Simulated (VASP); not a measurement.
Computed with PBE GGA, VASP's PBE PAW potentials (set 64) (plane waves; VASP).

A VASP calculation is set up with these files.

**INCAR**
```
! general
SYSTEM =MgS
PREC   =Accurate
ENCUT  =480
LREAL  =.False.
LASPH  =.True.

! electronic loop
EDIFF  =1E-7
NELM   =100
ALGO   =Normal

! smearing
ISMEAR =0
SIGMA  =0.05

! functional
GGA    =PE

! ions
IBRION =2
NSW    =40
ISIF   =3
EDIFFG =-0.01
PSTRESS=50

! output
LWAVE  =.False.
LCHARG =.False.
```

### KPOINTS
```
Automatic mesh
0
Gamma
8 8 8
0 0 0
```

**POSCAR**
```
MgS
1
   -0.0000000000     2.6116333956     2.6116333956
    2.6116333956    -0.0000000000     2.6116333956
    2.6116333956     2.6116333956     0.0000000000
Mg S
1 1
Direct
  0.0000000000   0.0000000000   0.0000000000
  0.5000000000   0.5000000000   0.5000000000
```

POTCAR, in this order: Mg S (PBE.64 set). Program: vasp_std.

Energy and stress use the plane-wave basis of the starting cell.

Problem. Estimate the energy per atom (σ→0), volume per atom, band gap (on the k-mesh).

Solution. 
```json
{
  "energy per atom (σ→0)": "-4.236 eV/atom",
  "band gap (on the k-mesh)": "2.88 eV",
  "volume_per_atom": "16.78 Å³/atom"
}
```

File OSZICAR:
```
...
DAV:   2    -0.847385200469E+01    0.11811E-01   -0.32875E-02   488   0.997E-01    0.316E-01
DAV:   3    -0.847242674131E+01    0.14253E-02   -0.77052E-03   512   0.491E-01    0.205E-01
DAV:   4    -0.847240766561E+01    0.19076E-04   -0.55894E-05   560   0.660E-02    0.180E-01
DAV:   5    -0.847235769822E+01    0.49967E-04   -0.32714E-05   488   0.491E-02    0.326E-02
DAV:   6    -0.847235865655E+01   -0.95834E-06   -0.53263E-07   616   0.706E-03    0.127E-02
DAV:   7    -0.847235881035E+01   -0.15380E-06   -0.19268E-08   280   0.119E-03    0.327E-04
DAV:   8    -0.847235882064E+01   -0.10285E-07   -0.22311E-08   280   0.828E-04
   3 F= -.74248855E+01 E0= -.74248855E+01  d E =-.338899E-01
```

The compound is MgS in the rock salt structure. This run relaxes it under an external pressure of 5 GPa. Symmetry was kept, so distortions that lower it aren't found.
